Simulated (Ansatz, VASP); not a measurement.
## AlNi: VASP beside Ansatz

One calculation is typed for both programs; each brings its own data sets. How far apart do they land? The cell is taken from a series of runs on this material, whose earlier steps may have relaxed, scaled, displaced or heated it; both programs get it as it stands.

Main program and level: Ansatz 0.2.0; plane waves, with VASP 6.6.1 beside it; zone-centre phonons at LDA.

## Step 1: The structure

The structure is cubic, space group Pm-3m (No. 221). The conventional cell has a = 2.734 Å, b = 2.734 Å, c = 2.734 Å, α = 90.00°, β = 90.00°, γ = 90.00°. Nearest to Al lie 8 Ni at 2.37 Å. Ni has 8 Al at 2.37 Å nearest. Farther neighbours are not listed.

## Step 2: Ansatz: zone-centre phonons, LDA, pair 1

Ansatz runs on its PAW soft_1 files.

Second derivatives magnify differences that forces hide, and they need a tight electronic threshold.

Input file input.yaml:

```yaml
crystal:
  lattice:
    - [2.7341854379, 0.0, 0.0]
    - [0.0, 2.7341854379, 0.0]
    - [0.0, 0.0, 2.7341854379]
  atoms:
    - { symbol: Al, position: [0.0, 0.0, 0.0] }
    - { symbol: Ni, position: [0.5, 0.5, 0.5] }
kpoints:
  mp_grid: { grid: [16, 16, 16] }
hamiltonian:
  xc: lda
  pseudopotentials: { kind: paw, azcp: { folder: soft_1 }, xc_functional: pbe }
scf:
  occupations: { method: methfessel_paxton, width: 0.2 }
output:
  eigenvalues: true
phonons:
  method: dfpt
```

Started as:

```
ansatz run input.yaml --threads 4 --pin off --max-ram 10240MiB --backend cpu --events-out ev --progress --plain --runs-dir out
```

Numbers of over 12 decimals in the logs are rounded to 6 here.

Log:

```text
Engine: ansatz 0.2.0, aarch64-unknown-linux-gnu
Pseudopotentials: kind: paw
Pseudopotential: Al, paw, valence charge 3, recommended cutoff 420 eV (normal), soft_1/Al.paw.azcp
Pseudopotential: Ni, paw, valence charge 18, recommended cutoff 420 eV (normal), soft_1/Ni.paw.azcp
Functional definition: SPW92
  exchange = slater_x
  correlation = pw_c
Crystal: 2 atoms, lattice volume = 20.440 Å³
Basis set: ecut = 420 eV, 389 PW (Γ), exchange–correlation on 40×40×40 points (8 copies of the dense FFT grid, shifted against one another)
Bands: 15, of which v1, the nominal top of the filled ones, is band 11 counted from 1 (10 counted from 0)
Symmetry: 48 space group operations
k-points: 405 of 4096 (irreducible under 8 space group operations, time reversal used)
Non-local potential: Al, projectors of the file, l = 0: 2, l = 1: 2, l = 2: 1
Non-local potential: Ni, projectors of the file, l = 0: 3, l = 1: 2, l = 2: 3, l = 3: 1
PAW form: soft (Blöchl's): semilocal exchange-correlation on the pseudo side does not see the compensation charge
PAW frozen core: Al, regenerated for the run's functional, and the local potential with it (the file was generated under x = pbe(κ = 0.804, μ = 0.219515), c = pbe(β = 0.066725))
PAW frozen core: Ni, regenerated for the run's functional, and the local potential with it (the file was generated under x = pbe(κ = 0.804, μ = 0.219515), c = pbe(β = 0.066725))
PAW one-centre angular grid: Al, 110 points (default); XC on 64 Gauss nodes
PAW one-centre angular grid: Ni, 590 points (default); XC on 64 Gauss nodes
Initial density: superposition of atomic densities (chi_scale 0.1, normalization cell, long waves kept (reshape's long-wave potential 0.00 eV rms))
Initial wavefunctions: pseudopotential atomic-orbital guess
Functional: x = slater, c = lda
SCF iter   1: F=—  HF=-6287.847053 eV  |F-HF|=—  |Δ(HF+E_count)|=         —  Δρ=5.23e-2  dr2=6.91e-1  ethr=3.10e-3  ⟨swp⟩=4.2  Hψ=27053  notcnv=0
preconditioner: auto → none  [metal: Δε(μ)=0.027 eV  Ē_g=11.312 eV  σ=0.200 eV  W_gap=0.11  n_scr=6 (ndim 8)  ℏωp=29.6 eV  f_vac=0.000  D(μ)=0.56/eV (n_scr^D=0)  sad-step TF]
SCF iter   2: F=—  HF=-6287.689204 eV  |F-HF|=—  |Δ(HF+E_count)|=   1.58e-1  S|Δr|=    0.00e0  Δρ=4.79e-2  dr2=5.36e-1  ethr=3.10e-3  ⟨swp⟩=1.9  Hψ=10076  notcnv=0  defer=33
SCF iter   3: F=—  HF=-6287.517662 eV  |F-HF|=—  |Δ(HF+E_count)|=   1.72e-1  S|Δr|=    0.00e0  Δρ=7.08e-3  dr2=6.02e-3  ethr=2.55e-3  ⟨swp⟩=2.1  Hψ=8174  notcnv=0  defer=33
SCF iter   4: F=—  HF=-6287.515683 eV  |F-HF|=—  |Δ(HF+E_count)|=   1.98e-3  S|Δr|=    0.00e0  Δρ=2.11e-3  dr2=3.88e-4  ethr=2.87e-5  ⟨swp⟩=2.2  Hψ=12012  notcnv=0  defer=74
SCF iter   5: F=—  HF=-6287.515591 eV  |F-HF|=—  |Δ(HF+E_count)|=   9.19e-5  S|Δr|=    0.00e0  Δρ=1.05e-3  dr2=1.10e-4  ethr=1.85e-6  ⟨swp⟩=2.0  Hψ=10238  notcnv=0  defer=74
SCF iter   6: F=—  HF=-6287.515594 eV  |F-HF|=—  |Δ(HF+E_count)|=   2.51e-6  S|Δr|=    0.00e0  Δρ=2.68e-4  dr2=7.31e-6  ethr=5.22e-7  ⟨swp⟩=1.0  Hψ=5985  notcnv=0  defer=74
SCF iter   7: F=—  HF=-6287.515586 eV  |F-HF|=—  |Δ(HF+E_count)|=   7.19e-6  S|Δr|=    0.00e0  Δρ=3.42e-5  dr2=1.10e-7  ethr=3.48e-8  ⟨swp⟩=1.0  Hψ=5996  notcnv=0  defer=74
SCF iter   8: F=—  HF=-6287.515600 eV  |F-HF|=—  |Δ(HF+E_count)|=   1.35e-5  S|Δr|=    0.00e0  Δρ=1.95e-6  dr2=3.80e-10  ethr=5.24e-10  ⟨swp⟩=2.4  Hψ=9246  notcnv=0  defer=74
SCF iter   9: F=-6287.515600 eV  HF=-6287.515600 eV  |F-HF|=9.09e-13  |Δ(HF+E_count)|=  2.46e-11  S|Δr|=    0.00e0  Δρ=1.21e-7  dr2=1.25e-12  ethr=1.00e-12  ⟨swp⟩=5.3  Hψ=30892  notcnv=0
SCF 1 converged in 9 iterations: F = -6287.515600 eV  dr2 = 1.25e-12
  greatest PAW one-centre occupation: 1.001 electrons in one spin orbital (limit 2), on the Ni atom at site 1 (counted from 0), in its partial waves of l = 1
DFPT response loops at Γ: preconditioner auto → Kerker (q_TF=auto, 2.741 Å⁻¹) (partly filled bands, converged f_vac=0.000); β = 1.00, the filter's whole step (`scf.mixing.beta` (0.50) is not read by the response loops under this deck's `scf.mixing.preconditioner`; to damp them name `kerker` or `kerker_dos`, under which they read `scf.mixing.beta`, and type it under 1.00, their step now; both keys bind the ground state too); Broyden in place of MSR1
SCF converged after 9 iterations
Stability not checked: this state was not tested for a lower state beside it, because cold or Methfessel-Paxton smearing, or corrected tetrahedra, fill the levels in a way that the test cannot read (fill_not_monotonic; see scf.lower_state_search)
Free energy (F): -6287.515600 eV
Harris-Foulkes:  -6287.515600 eV  (|F-HF|=9.09e-13)
Internal energy: -6287.516302 eV  (E = F + TS)
E sigma→0 (E₀):  -6287.515775 eV
Entropy (-TS):   0.000702 eV (0.351 meV/atom)
Fermi energy:    16.386964 eV
--- Per-component energies (eV) ---
  E_band       = -292.286245
  E_kinetic    = 375.741083
  E_local      = -3529.630130  (includes V_loc(G=0)·N_el)
  E_nonlocal   = -101.049310
  E_hartree    = 1875.758304
  E_xc         = -154.454337
  E_vxc        = -181.256170  (∫ρ·V_xc dr)
  E_paw        = -2038.350938  (= ΣΔE_a)
  E_vpaw       = -607.609268  (= ΣTr[D̂ρ^β])
  E_aug_tail   = 0.000901  (compensation charges beyond the density's cutoff)
  E_ewald      = -2716.021712
  E_core_change = 0.489838  (= ΣΔE_core)
  E_smearing   = 0.000702  (= −TS)
  E_closure    = -0.000000  (closes the sum)
  Σ components = -6287.515600   (vs F -6287.515600, Δ=0.00e0)
--- Band table (eV; the first three rows and the last of 405) ---
  k-point 0: bands = [... 7 lower, 14.4857, 14.4857, 14.4857, 22.5545, 22.5545, 22.5545, 25.0833, 25.0833]
  k-point 1: bands = [... 7 lower, 14.4468, 14.4468, 14.4902, 21.6705, 22.6594, 22.6594, 25.0763, 25.9094]
  k-point 2: bands = [... 7 lower, 14.3391, 14.3391, 14.5028, 20.1742, 22.9662, 22.9662, 25.0557, 27.2223]
  k-point 404: bands = [... 7 lower, 15.1905, 15.1905, 18.2426, 18.2426, 18.2426, 21.4674, 21.6297, 21.6297]
--- Phonons (Γ-DFPT): 2 representative perturbations + reference, on 405 of 4096 k-points (Σ response iterations 6) ---
  k mesh reduced under 8 symmetry operations, with k and −k counted as one. Each operation leaves every solved perturbation unchanged. A smaller set is not used because it would not reduce the number of displacements times k-points to solve
  ASR residual: 1.479e-5 → 0.000e0 eV/Å²; symmetrization residual: 6.647e-7 eV/Å²
  ASR residual per site (eV/Å²): 2.00e-7 1.48e-5
  Γ frequencies (cm⁻¹): 0.00 0.00 0.00 373.82 373.82 373.82
  non-analytic LO–TO correction: not included (Born effective charges unavailable; polar crystals: no LO–TO splitting at Γ)
```

Reading the cycles: dr2 is the Hartree energy of the density residual (eV), the measure of convergence; HF is the Harris–Foulkes estimate of the energy, which meets the free energy F at convergence.

## Step 3: VASP: zone-centre phonons, LDA, pair 1

The same cell, functional (in two slightly different forms), mesh and smearing now go to VASP, with its own data sets.

Lines of VASP's logs that name or quote its potential files are left out, and so is its time.

Input file INCAR:

```
SYSTEM = AlNi
PREC = Accurate
ENCUT = 600
EDIFF = 1E-08
NELM = 120
ISMEAR = 1
SIGMA = 0.2
LREAL = .FALSE.
ALGO = Normal
GGA = CA
NBANDS = 12
LASPH = .TRUE.
LORBIT = 11
LWAVE = .FALSE.
LCHARG = .FALSE.
ISIF = 2
IBRION = 8
GGA_COMPAT = .FALSE.
KPAR = 2
```

Input file POSCAR:

```
AlNi
1.0
    2.7341854379      0.0000000000      0.0000000000
    0.0000000000      2.7341854379      0.0000000000
    0.0000000000      0.0000000000      2.7341854379
Al Ni
1 1
Direct
    0.0000000000      0.0000000000      0.0000000000
    0.5000000000      0.5000000000      0.5000000000
```

Input file KPOINTS:

```
Automatic mesh
0
Gamma
16 16 16
0 0 0
```

Potentials, in the order of the species: Al and Ni (LDA family, release 64).

Started as:

```
mpirun -np 2 vasp_std
```

Log:

```text
[banner, memory and clock lines left out]
running    2 mpi-ranks, on    1 nodes
 distrk:  each k-point on    1 cores,    2 groups
 distr:  one band on    1 cores,    1 groups

 POSCAR found type information on POSCAR AlNi
 POSCAR found :  2 types and       2 ions
 LDA part: xc-table for (Slater(with rela. corr.)+CA(PZ))
 , standard interpolation
 POSCAR, INCAR and KPOINTS ok, starting setup
 FFT: planning ... GRIDC
 FFT: planning ... GRID_SOFT
 FFT: planning ... GRID
 WAVECAR not read
 entering main loop
       N       E                     dE             d eps       ncg     rms          rms(c)
DAV:   1     0.447618739963E+02    0.44762E+02   -0.62457E+03  4020   0.133E+03
DAV:   2    -0.117773773193E+02   -0.56539E+02   -0.52434E+02  4060   0.217E+02
DAV:   3    -0.135554140986E+02   -0.17780E+01   -0.17578E+01  4752   0.442E+01
DAV:   4    -0.135774309414E+02   -0.22017E-01   -0.22010E-01  4400   0.451E+00
DAV:   5    -0.135779717027E+02   -0.54076E-03   -0.54075E-03  4744   0.771E-01    0.131E+01
DAV:   6    -0.145597997639E+02   -0.98183E+00   -0.40057E+01  4388   0.108E+02    0.129E+01
DAV:   7    -0.120664188677E+02    0.24934E+01   -0.12217E+01  4420   0.646E+01    0.132E+00
DAV:   8    -0.120483032620E+02    0.18116E-01   -0.17652E-01  4724   0.453E+00    0.111E+00
DAV:   9    -0.120312921387E+02    0.17011E-01   -0.44199E-02  4808   0.334E+00    0.160E-01
DAV:  10    -0.120310394429E+02    0.25270E-03   -0.76292E-04  4644   0.379E-01    0.101E-01
DAV:  11    -0.120310366338E+02    0.28090E-05   -0.31777E-05  6024   0.733E-02    0.323E-02
DAV:  12    -0.120310360889E+02    0.54491E-06   -0.30621E-06  4720   0.291E-02    0.557E-03
DAV:  13    -0.120310360547E+02    0.34217E-07   -0.24324E-07  5984   0.477E-03    0.217E-03
DAV:  14    -0.120310360575E+02   -0.28178E-08   -0.66566E-09  2748   0.782E-04
   1 F= -.12031036E+02 E0= -.12031273E+02  d E =0.712226E-03
 Linear response reoptimize wavefunctions to high precision
DAV:   1    -0.120310360571E+02    0.41905E-09   -0.51891E-09  4204   0.125E-03
DAV:   2    -0.120310360571E+02    0.81855E-11   -0.67170E-11  2260   0.768E-05
 Linear response DOF=           2
 Linear response progress:
  Degree of freedom:   1/  2
       N       E                     dE             d eps       ncg     rms          rms(c)
RMM:   1    -0.613956480801E-02   -0.61396E-02    0.14363E-03 21156   0.698E-01
RMM:   2    -0.579588255835E-02    0.34368E-03   -0.73676E-05 14505   0.247E-01    0.659E-02
RMM:   3    -0.577477946776E-02    0.21103E-04   -0.11799E-04 15884   0.915E-02    0.326E-02
RMM:   4    -0.585047592483E-02   -0.75696E-04   -0.49765E-05 15827   0.564E-02    0.595E-03
RMM:   5    -0.585839739276E-02   -0.79215E-05   -0.42412E-06 16146   0.133E-02    0.195E-03
RMM:   6    -0.585877966288E-02   -0.38227E-06   -0.23591E-07 16528   0.288E-03    0.650E-04
RMM:   7    -0.585892807835E-02   -0.14842E-06   -0.17978E-08 15655   0.974E-04    0.562E-04
RMM:   8    -0.585911643599E-02   -0.18836E-06   -0.77516E-09 16902   0.332E-04    0.265E-04
RMM:   9    -0.585907831378E-02    0.38122E-07   -0.58575E-10 16709   0.155E-04    0.282E-05
RMM:  10    -0.585907619217E-02    0.21216E-08   -0.54431E-11 17323   0.407E-05    0.870E-06
 first order change of Fermi-energy  -0.75751E-04
 force on displaced ion       1 direction 1 :  -9.639   0.000   0.000
 Linear response progress:
  Degree of freedom:   2/  2
       N       E                     dE             d eps       ncg     rms          rms(c)
RMM:   1    -0.187657060081E+00   -0.18766E+00   -0.94905E-02 14146   0.273E+00
RMM:   2    -0.186430797971E+00    0.12263E-02   -0.18040E-03 14488   0.532E-01    0.145E-01
RMM:   3    -0.186382401289E+00    0.48397E-04   -0.14516E-04 15493   0.107E-01    0.857E-02
RMM:   4    -0.186813206618E+00   -0.43081E-03   -0.22206E-04 16651   0.118E-01    0.601E-03
RMM:   5    -0.186793211783E+00    0.19995E-04   -0.42368E-06 16982   0.230E-02    0.424E-03
RMM:   6    -0.186786931566E+00    0.62802E-05   -0.30750E-07 15381   0.718E-03    0.259E-03
RMM:   7    -0.186777170623E+00    0.97609E-05   -0.10447E-07 17392   0.307E-03    0.413E-04
RMM:   8    -0.186773467623E+00    0.37030E-05   -0.39016E-09 17838   0.673E-04    0.737E-05
RMM:   9    -0.186772969749E+00    0.49787E-06   -0.74403E-10 17444   0.173E-04    0.212E-05
RMM:  10    -0.186772784098E+00    0.18565E-06    0.26399E-11 17578   0.616E-05    0.943E-06
RMM:  11    -0.186772843708E+00   -0.59610E-07   -0.13026E-10 17776   0.269E-05    0.187E-06
RMM:  12    -0.186772848713E+00   -0.50049E-08   -0.14299E-10 17916   0.133E-05    0.134E-06
 first order change of Fermi-energy   0.25628E-02
 force on displaced ion       2 direction 1 :  -9.668  -0.000  -0.000
 Linear response finished
```

Parts of OUTCAR (step 3):

```text
ion  position               nearest neighbor table
   1  0.000  0.000  0.000-   2 2.37   2 2.37   2 2.37   2 2.37   2 2.37   2 2.37   2 2.37   2 2.37

  LATTYP: Found a simple cubic cell.
 ALAT       =     2.7341854379

 Subroutine GETGRP returns: Found 48 space group operations
 (whereof 48 operations were pure point group operations)

The static configuration has the point symmetry O_h .

 Found    165 irreducible k-points:

   k-points           NKPTS =    165   k-points in BZ     NKDIM =    165   number of bands    NBANDS=     12

   dimension x,y,z NGX =    24 NGY =   24 NGZ =   24
   dimension x,y,z NGXF=    48 NGYF=   48 NGZF=   48

   ENCUT  =  600.0 eV  44.10 Ry    6.64 a.u.   5.46  5.46  5.46*2*pi/ulx,y,z

   NELECT =      13.0000    total number of electrons

 k-points in reciprocal lattice and weights: Automatic mesh
   0.00000000  0.00000000  0.00000000       0.000
   0.06250000  0.00000000  0.00000000       0.001
   0.12500000  0.00000000  0.00000000       0.001
   0.18750000  0.00000000  0.00000000       0.001
   0.25000000  0.00000000  0.00000000       0.001
   0.31250000  0.00000000  0.00000000       0.001
   0.37500000  0.00000000  0.00000000       0.001
   0.43750000  0.00000000  0.00000000       0.001
   0.50000000  0.00000000  0.00000000       0.001
[...]
0.50000000  0.50000000  0.43750000       0.001
   0.50000000  0.50000000  0.50000000       0.000

 average (electrostatic) potential at core
       1 -65.9564       2 -79.6937

  Total        3.2073764      3.2073764      3.2073764      0.0000000      0.0000000     -0.0000000
  in kB      251.4065615    251.4065615    251.4065615      0.0000000      0.0000000     -0.0000000
  external PRESSURE =     251.4065615 kB  Pullay stress =       0.0000000 kB

  energy-cutoff  :      600.00
  volume of cell :       20.44
      direct lattice vectors                 reciprocal lattice vectors
     2.734185438  0.000000000  0.000000000     0.365739641  0.000000000  0.000000000
     0.000000000  2.734185438  0.000000000     0.000000000  0.365739641  0.000000000
     0.000000000  0.000000000  2.734185438     0.000000000  0.000000000  0.365739641

 POSITION                                       TOTAL-FORCE (eV/Angst)
 -----------------------------------------------------------------------------------
      0.00000      0.00000      0.00000         0.000000      0.000000      0.000000
      1.36709      1.36709      1.36709         0.000000      0.000000      0.000000
 -----------------------------------------------------------------------------------
    total drift:                                0.000000     -0.000000     -0.000000

 Eigenvectors and eigenvalues of the dynamical matrix
 ----------------------------------------------------

   1 f  =   11.294837 THz    70.967551 2PiTHz  376.755192 cm-1    46.711669 meV
             X         Y         Z           dx          dy          dz
      0.000000  0.000000  0.000000    -0.827293   -0.000000    0.000000
      1.367093  1.367093  1.367093     0.561770   -0.000000    0.000000

   2 f  =   11.294837 THz    70.967551 2PiTHz  376.755192 cm-1    46.711669 meV
             X         Y         Z           dx          dy          dz
      0.000000  0.000000  0.000000     0.000000    0.827293    0.000000
      1.367093  1.367093  1.367093    -0.000000   -0.561770    0.000000

   3 f  =   11.294837 THz    70.967551 2PiTHz  376.755192 cm-1    46.711669 meV
             X         Y         Z           dx          dy          dz
      0.000000  0.000000  0.000000     0.000000    0.000000    0.827293
      1.367093  1.367093  1.367093    -0.000000    0.000000   -0.561770

   4 f/i=    0.007882 THz     0.049522 2PiTHz    0.262903 cm-1     0.032596 meV
             X         Y         Z           dx          dy          dz
      0.000000  0.000000  0.000000    -0.532296   -0.179520   -0.004336
      1.367093  1.367093  1.367093    -0.783888   -0.264372   -0.006385

   5 f/i=    0.007882 THz     0.049522 2PiTHz    0.262903 cm-1     0.032596 meV
             X         Y         Z           dx          dy          dz
      0.000000  0.000000  0.000000     0.179569   -0.532047   -0.016327
      1.367093  1.367093  1.367093     0.264444   -0.783521   -0.024044

   6 f/i=    0.007882 THz     0.049522 2PiTHz    0.262903 cm-1     0.032596 meV
             X         Y         Z           dx          dy          dz
      0.000000  0.000000  0.000000     0.001111   -0.016856    0.561516
      1.367093  1.367093  1.367093     0.001636   -0.024823    0.826919

 ELASTIC MODULI CONTR FROM IONIC RELAXATION (kBar)
 Direction    XX          YY          ZZ          XY          YZ          ZX
 --------------------------------------------------------------------------------
 XX           0.0000      0.0000      0.0000      0.0000      0.0000      0.0000
 YY           0.0000      0.0000      0.0000      0.0000      0.0000      0.0000
 ZZ           0.0000      0.0000      0.0000      0.0000      0.0000      0.0000
 XY           0.0000      0.0000      0.0000      0.0000      0.0000      0.0000
 YZ           0.0000      0.0000      0.0000      0.0000      0.0000      0.0000
 ZX           0.0000      0.0000      0.0000      0.0000      0.0000      0.0000
 --------------------------------------------------------------------------------
```

## Step 4: Comparison

Known differences besides the potentials themselves: the two LDA forms differ slightly; the data sets hold 21 valence electrons in Ansatz (on its PAW soft_1 files) and 13 in VASP; the cutoff is 420 eV in Ansatz and 600 eV in VASP; VASP's log shows a relativistic correction to its local exchange, Ansatz's none. Total energies have different zeros and are not compared.

Both answers:

```tsv
quantity	Ansatz	VASP	difference
optical mode 1 to 3 (cm⁻¹)	373.8	376.8	-0.78 %
```

Modes are paired by rising frequency, not by their patterns, so a pair may set unlike modes beside each other; they are those without the splitting of longitudinal modes.

(Continued in part 2 of 2.)

[Lines on the potential files, build, host, timing and source positions are cut from VASP's logs without a mark.]

[Logs are printed without paths, hosts, clocks, repeated set-up lines and the standing remarks that a program may print on its own settings, such as how far it seeks lower states.]

[Hosts, paths, dates, database ids (printed as entryN), source tags and the programs' standing remarks are cut or masked in the printed files.]
